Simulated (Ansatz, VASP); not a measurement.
## KAg: VASP beside Ansatz

Aim: how closely do two programs agree when they are given the same cell, functional and k mesh? The cell is generated by rule, not measured, and may not be a known phase. The cell is taken from a series of runs on this material, whose earlier steps may have relaxed, scaled, displaced or heated it; both programs get it as it stands.

Method: plane waves, with VASP 6.6.1 beside it; zone-centre phonons at PBEsol, in Ansatz 0.2.0.

The structure was built from a prototype and need not be the compound's stable phase.

## 1. The starting structure

Symmetry: Pm-3m, No. 221, cubic system. Conventional cell: a = 3.983 Å, b = 3.983 Å, c = 3.983 Å, α = 90.00°, β = 90.00°, γ = 90.00°. Nearest to K lie 8 Ag at 3.45 Å. Nearest to Ag lie 8 K at 3.45 Å. Farther neighbours are not listed.

As a file:

```xyz
2
Lattice="3.9832 0.0000 0.0000 0.0000 3.9832 0.0000 0.0000 0.0000 3.9832" Properties=species:S:1:pos:R:3 pbc="T T T"
K     1.9916    1.9916    1.9916
Ag    0.0000    0.0000    0.0000
```

## 2. VASP: zone-centre phonons, PBEsol

Second derivatives magnify differences that forces hide, and they need a tight electronic threshold.

Lines of VASP's logs that name or quote its potential files are left out, and so is its time.

The input, INCAR:

```
SYSTEM = KAg
PREC = Accurate
ENCUT = 500
EDIFF = 1E-08
NELM = 120
ISMEAR = 1
SIGMA = 0.15
LREAL = .FALSE.
ALGO = Normal
GGA = PS
NBANDS = 16
LASPH = .TRUE.
LORBIT = 11
LWAVE = .FALSE.
LCHARG = .FALSE.
ISIF = 2
IBRION = 8
GGA_COMPAT = .FALSE.
KPAR = 2
```

The input, POSCAR:

```
KAg
1.0
    3.9831655217      0.0000000000      0.0000000000
    0.0000000000      3.9831655217      0.0000000000
    0.0000000000      0.0000000000      3.9831655217
K Ag
1 1
Direct
    0.5000000000      0.5000000000      0.5000000000
    0.0000000000      0.0000000000      0.0000000000
```

The input, KPOINTS:

```
Automatic mesh
0
Gamma
10 10 10
0 0 0
```

Potentials, in the order of the species: K_sv and Ag (PBE family, release 64).

Run with:

```bash
mpirun -np 2 vasp_std
```

Numbers of over 12 decimals in the logs are rounded to 6 here.

What it wrote:

```text
[banner, memory and clock lines left out]
running    2 mpi-ranks, on    1 nodes
 distrk:  each k-point on    1 cores,    2 groups
 distr:  one band on    1 cores,    1 groups

 POSCAR found type information on POSCAR K Ag
 POSCAR found :  2 types and       2 ions
|                                                                             |
|               ----> ADVICE to this user running VASP <----                  |
|                                                                             |
|     You enforced a specific xc type in the INCAR file but a different       |
|     [... a line on the potential file left out ...]
|     I HOPE YOU KNOW WHAT YOU ARE DOING!                                     |
|                                                                             |

 LDA part: xc-table for (Slater+PW92), standard interpolation
 POSCAR, INCAR and KPOINTS ok, starting setup
 FFT: planning ... GRIDC
 FFT: planning ... GRID_SOFT
 FFT: planning ... GRID
 WAVECAR not read
 entering main loop
       N       E                     dE             d eps       ncg     rms          rms(c)
DAV:   1     0.118273455101E+03    0.11827E+03   -0.92869E+03  1800   0.108E+03
DAV:   2     0.791479532306E+00   -0.11748E+03   -0.11214E+03  2096   0.281E+02
DAV:   3    -0.404866880806E+01   -0.48401E+01   -0.48227E+01  3240   0.471E+01
DAV:   4    -0.412122810263E+01   -0.72559E-01   -0.72554E-01  2176   0.434E+00
DAV:   5    -0.412318990432E+01   -0.19618E-02   -0.19618E-02  2816   0.496E-01    0.514E+00
DAV:   6    -0.400705008723E+01    0.11614E+00   -0.51267E-01  1920   0.536E+00    0.264E+00
DAV:   7    -0.399846277532E+01    0.85873E-02   -0.13093E-02  2792   0.859E-01    0.152E+00
DAV:   8    -0.399612356766E+01    0.23392E-02   -0.79746E-03  2312   0.615E-01    0.931E-02
DAV:   9    -0.399616141558E+01   -0.37848E-04   -0.66974E-04  2472   0.221E-01    0.565E-02
DAV:  10    -0.399618094295E+01   -0.19527E-04   -0.60029E-05  2368   0.617E-02    0.194E-02
DAV:  11    -0.399618225845E+01   -0.13155E-05   -0.15512E-05  2360   0.316E-02    0.298E-03
DAV:  12    -0.399618261375E+01   -0.35530E-06   -0.12347E-06  2584   0.105E-02    0.209E-03
DAV:  13    -0.399618244197E+01    0.17178E-06   -0.37568E-08  2448   0.141E-03    0.742E-04
DAV:  14    -0.399618235435E+01    0.87622E-07   -0.12321E-08  1912   0.865E-04    0.629E-05
DAV:  15    -0.399618235894E+01   -0.45879E-08   -0.22519E-09  1264   0.338E-04
   1 F= -.39961824E+01 E0= -.39964358E+01  d E =0.760463E-03
 Linear response reoptimize wavefunctions to high precision
DAV:   1    -0.399618235980E+01   -0.86129E-09   -0.22420E-09  2200   0.155E-04
DAV:   2    -0.399618235977E+01    0.23192E-10   -0.42627E-11  1152   0.218E-05
 Linear response DOF=           2
 Linear response progress:
  Degree of freedom:   1/  2
       N       E                     dE             d eps       ncg     rms          rms(c)
RMM:   1    -0.314389201203E+00   -0.31439E+00    0.33103E-01  6203   0.372E+00
RMM:   2    -0.311145768981E+00    0.32434E-02   -0.34419E-02  6850   0.864E-01    0.367E-02
RMM:   3    -0.313087608590E+00   -0.19418E-02   -0.39750E-03  7924   0.239E-01    0.234E-02
RMM:   4    -0.313164526830E+00   -0.76918E-04   -0.16865E-04  8373   0.452E-02    0.182E-02
RMM:   5    -0.313170641610E+00   -0.61148E-05   -0.28862E-05  8100   0.221E-02    0.295E-03
RMM:   6    -0.313173211896E+00   -0.25703E-05   -0.57310E-06  8976   0.797E-03    0.267E-03
RMM:   7    -0.313172688734E+00    0.52316E-06   -0.16173E-06  8472   0.386E-03    0.372E-04
RMM:   8    -0.313172972563E+00   -0.28383E-06    0.56428E-07  9216   0.172E-03    0.474E-04
RMM:   9    -0.313172114045E+00    0.85852E-06    0.27330E-06  8954   0.928E-04    0.542E-05
RMM:  10    -0.313171948724E+00    0.16532E-06    0.13268E-06  9595   0.490E-04    0.604E-05
RMM:  11    -0.313171717055E+00    0.23167E-06    0.15477E-06  9491   0.286E-04    0.462E-05
RMM:  12    -0.313171621979E+00    0.95076E-07    0.79881E-07  9159   0.190E-04    0.206E-05
RMM:  13    -0.313171600736E+00    0.21244E-07    0.75046E-07  9258   0.128E-04    0.121E-05
RMM:  14    -0.313171566808E+00    0.33928E-07    0.42251E-07  8956   0.923E-05    0.956E-06
RMM:  15    -0.313171546649E+00    0.20158E-07    0.35259E-07  8462   0.700E-05    0.853E-06
RMM:  16    -0.313171496047E+00    0.50602E-07    0.24164E-07  8139   0.573E-05    0.219E-06
RMM:  17    -0.313171503856E+00   -0.78093E-08    0.18225E-07  7578   0.478E-05    0.447E-06
RMM:  18    -0.313171480913E+00    0.22943E-07    0.13380E-07  7295   0.420E-05    0.327E-07
RMM:  19    -0.313171482709E+00   -0.17954E-08    0.10279E-07  5765   0.374E-05    0.146E-06
RMM:  20    -0.313171481576E+00    0.11333E-08    0.83840E-08  5310   0.347E-05    0.172E-06
 first order change of Fermi-energy  -0.78728E-04
 force on displaced ion       1 direction 1 :  -1.177  -0.000   0.000
 Linear response progress:
  Degree of freedom:   2/  2
       N       E                     dE             d eps       ncg     rms          rms(c)
RMM:   1    -0.301271339220E+00   -0.30127E+00   -0.19859E-01  7069   0.290E+00
RMM:   2    -0.302185502035E+00   -0.91416E-03   -0.14832E-03  6504   0.264E-01    0.580E-02
RMM:   3    -0.302204708579E+00   -0.19207E-04   -0.10384E-04  7180   0.578E-02    0.332E-02
RMM:   4    -0.302403745750E+00   -0.19904E-03   -0.10705E-04  7134   0.569E-02    0.660E-03
RMM:   5    -0.302448519919E+00   -0.44774E-04   -0.14595E-05  7363   0.175E-02    0.307E-03
RMM:   6    -0.302445663731E+00    0.28562E-05   -0.39341E-06  7762   0.954E-03    0.197E-03
RMM:   7    -0.302416477038E+00    0.29187E-04   -0.10942E-06  8032   0.421E-03    0.302E-04
RMM:   8    -0.302413846606E+00    0.26304E-05   -0.16649E-07  8595   0.152E-03    0.253E-04
RMM:   9    -0.302413977389E+00   -0.13078E-06    0.34775E-08  8926   0.518E-04    0.183E-04
RMM:  10    -0.302416187267E+00   -0.22099E-05    0.49948E-09  8385   0.368E-04    0.742E-05
RMM:  11    -0.302415773344E+00    0.41392E-06   -0.99834E-09  8530   0.169E-04    0.373E-05
RMM:  12    -0.302415773587E+00   -0.24274E-09    0.12580E-08  9286   0.797E-05    0.476E-05
 first order change of Fermi-energy  -0.17724E-03
 force on displaced ion       2 direction 1 :  -1.169   0.000   0.000
 Linear response finished
```

OUTCAR, selected parts (step 2):

```text
ion  position               nearest neighbor table
   1  0.500  0.500  0.500-   2 3.45   2 3.45   2 3.45   2 3.45   2 3.45   2 3.45   2 3.45   2 3.45

  LATTYP: Found a simple cubic cell.
 ALAT       =     3.9831655217

 Subroutine GETGRP returns: Found 48 space group operations
 (whereof 48 operations were pure point group operations)

The static configuration has the point symmetry O_h .

 Found     56 irreducible k-points:

   k-points           NKPTS =     56   k-points in BZ     NKDIM =     56   number of bands    NBANDS=     16

   dimension x,y,z NGX =    30 NGY =   30 NGZ =   30
   dimension x,y,z NGXF=    60 NGYF=   60 NGZF=   60

   ENCUT  =  500.0 eV  36.75 Ry    6.06 a.u.   7.26  7.26  7.26*2*pi/ulx,y,z

   NELECT =      20.0000    total number of electrons

 k-points in reciprocal lattice and weights: Automatic mesh
   0.00000000  0.00000000  0.00000000       0.001
   0.10000000  0.00000000  0.00000000       0.006
   0.20000000  0.00000000  0.00000000       0.006
   0.30000000  0.00000000  0.00000000       0.006
   0.40000000  0.00000000  0.00000000       0.006
   0.50000000  0.00000000  0.00000000       0.003
   0.10000000  0.10000000  0.00000000       0.012
   0.20000000  0.10000000  0.00000000       0.024
   0.30000000  0.10000000  0.00000000       0.024
[...]
0.50000000  0.50000000  0.40000000       0.006
   0.50000000  0.50000000  0.50000000       0.001

 average (electrostatic) potential at core
       1 -35.6691       2 -76.3880

  Total        0.0119441      0.0119441      0.0119441      0.0000000     -0.0000000     -0.0000000
  in kB        0.3028163      0.3028163      0.3028163      0.0000000     -0.0000000     -0.0000000
  external PRESSURE =       0.3028163 kB  Pullay stress =       0.0000000 kB

  energy-cutoff  :      500.00
  volume of cell :       63.20
      direct lattice vectors                 reciprocal lattice vectors
     3.983165522  0.000000000  0.000000000     0.251056602  0.000000000  0.000000000
     0.000000000  3.983165522  0.000000000     0.000000000  0.251056602  0.000000000
     0.000000000  0.000000000  3.983165522     0.000000000  0.000000000  0.251056602

 POSITION                                       TOTAL-FORCE (eV/Angst)
 -----------------------------------------------------------------------------------
      1.99158      1.99158      1.99158         0.000000      0.000000      0.000000
      0.00000      0.00000      0.00000         0.000000      0.000000      0.000000
 -----------------------------------------------------------------------------------
    total drift:                                0.000000      0.000000      0.000000

 Eigenvectors and eigenvalues of the dynamical matrix
 ----------------------------------------------------

   1 f  =    3.162914 THz    19.873173 2PiTHz  105.503444 cm-1    13.080754 meV
             X         Y         Z           dx          dy          dz
      1.991583  1.991583  1.991583     0.857503   -0.000000    0.000000
      0.000000  0.000000  0.000000    -0.514478    0.000000    0.000000

   2 f  =    3.162914 THz    19.873173 2PiTHz  105.503444 cm-1    13.080754 meV
             X         Y         Z           dx          dy          dz
      1.991583  1.991583  1.991583     0.000000    0.857503    0.000000
      0.000000  0.000000  0.000000    -0.000000   -0.514478    0.000000

   3 f  =    3.162914 THz    19.873173 2PiTHz  105.503444 cm-1    13.080754 meV
             X         Y         Z           dx          dy          dz
      1.991583  1.991583  1.991583    -0.000000   -0.000000    0.857503
      0.000000  0.000000  0.000000     0.000000    0.000000   -0.514478

   4 f/i=    0.004822 THz     0.030300 2PiTHz    0.160857 cm-1     0.019944 meV
             X         Y         Z           dx          dy          dz
      1.991583  1.991583  1.991583     0.240841    0.454625   -0.000000
      0.000000  0.000000  0.000000     0.401419    0.757743    0.000000

   5 f/i=    0.004822 THz     0.030300 2PiTHz    0.160857 cm-1     0.019944 meV
             X         Y         Z           dx          dy          dz
      1.991583  1.991583  1.991583     0.000000    0.000000   -0.514478
      0.000000  0.000000  0.000000    -0.000000    0.000000   -0.857503

   6 f/i=    0.004822 THz     0.030300 2PiTHz    0.160857 cm-1     0.019944 meV
             X         Y         Z           dx          dy          dz
      1.991583  1.991583  1.991583    -0.454625    0.240841    0.000000
      0.000000  0.000000  0.000000    -0.757743    0.401419    0.000000

 ELASTIC MODULI CONTR FROM IONIC RELAXATION (kBar)
 Direction    XX          YY          ZZ          XY          YZ          ZX
 --------------------------------------------------------------------------------
 XX           0.0000      0.0000      0.0000      0.0000      0.0000      0.0000
 YY           0.0000      0.0000      0.0000      0.0000      0.0000      0.0000
 ZZ           0.0000      0.0000      0.0000      0.0000      0.0000      0.0000
 XY           0.0000      0.0000      0.0000      0.0000      0.0000      0.0000
 YZ           0.0000      0.0000      0.0000      0.0000      0.0000      0.0000
 ZX           0.0000      0.0000      0.0000      0.0000      0.0000      0.0000
 --------------------------------------------------------------------------------
```

Energies printed during the response cycles are not total energies of the cell.

(Part 1 of 2 ends here.)

[Lines on the potential files, build, host, timing and source positions are cut from VASP's logs without a mark.]

[Logs are printed without paths, hosts, clocks, repeated set-up lines and the standing remarks that a program may print on its own settings, such as how far it seeks lower states.]

[Hosts, paths, dates, database ids (printed as entryN), source tags and the programs' standing remarks are cut or masked in the printed files.]
